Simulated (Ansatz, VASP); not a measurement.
## HfRu3: VASP beside Ansatz

File INCAR:

```
SYSTEM = HfRu3
PREC = Accurate
ENCUT = 520
EDIFF = 1E-6
ISMEAR = 0
SIGMA = 0.15
LREAL = .False.
LASPH = .True.
NELM = 100
ALGO = Normal
ISIF = 2
LWAVE = .False.
LCHARG = .True.
GGA = PS
LELF = .True.
LVHAR = .True.
NBANDS = 34
```

File KPOINTS:

```
regular mesh
0
Gamma
  6 6 6
  0 0 0
```

File POSCAR:

```
HfRu3
1.0
    3.9557700000      0.0000000000      0.0000000000
    0.0000000000      3.9557700000      0.0000000000
    0.0000000000      0.0000000000      3.9557700000
Hf Ru
1 3
Direct
    0.0000000000      0.0000000000      0.0000000000
    0.5000000000      0.5000000000      0.0000000000
    0.5000000000      0.0000000000      0.5000000000
    0.0000000000      0.5000000000      0.5000000000
```

Input for Ansatz:

```yaml
crystal:
  lattice:
    - [3.95577, 0.0, 0.0]
    - [0.0, 3.95577, 0.0]
    - [0.0, 0.0, 3.95577]
  atoms:
    - { symbol: Hf, position: [0.0, 0.0, 0.0] }
    - { symbol: Ru, position: [0.5, 0.5, 0.0] }
    - { symbol: Ru, position: [0.5, 0.0, 0.5] }
    - { symbol: Ru, position: [0.0, 0.5, 0.5] }
kpoints:
  mp_grid:
    grid: [6, 6, 6]
    shift: [0.0, 0.0, 0.0]
hamiltonian:
  xc: pbesol
scf:
  n_extra_bands: 4
  convergence:
    dr2_threshold: 1.0e-06
  mixing:
    algorithm: broyden
    beta: 0.2
    ndim: 12
  occupations:
    method: gaussian
    width: 0.15
output:
  stress: true
```

The cell comes from a database or a generator and needn't be the stable form of this composition.

Alike in both runs: task single point; functional PBEsol; k mesh 6 × 6 × 6; occupations gaussian, width 0.15 eV; no spin polarisation.

|  | VASP | Ansatz |
| --- | --- | --- |
| version | VASP 6.6.1 | Ansatz 0.2.0 |
| potentials or method | VASP PAW PBE potentials, release 64 (Hf_pv, Ru_pv) | plane waves, PAW |
| plane-wave cutoff (eV) | 520 | 420 |
| valence electrons in the cell | 52 | 74 |

```csv
,VASP,Ansatz,Ansatz less VASP
pressure (GPa),-10.4,-9.6,+0.79
```

The functional is the same, so the differences come from potentials, cutoffs and numerics. The two sets of potentials don't hold the same shells in valence. Ansatz warned: «stress_scf_threshold_loose».

Caveats: the PAW data sets were made with another functional, which shifts forces and pressure a little (VASP). The runs have no spin-orbit coupling, so splittings on Hf are missing.
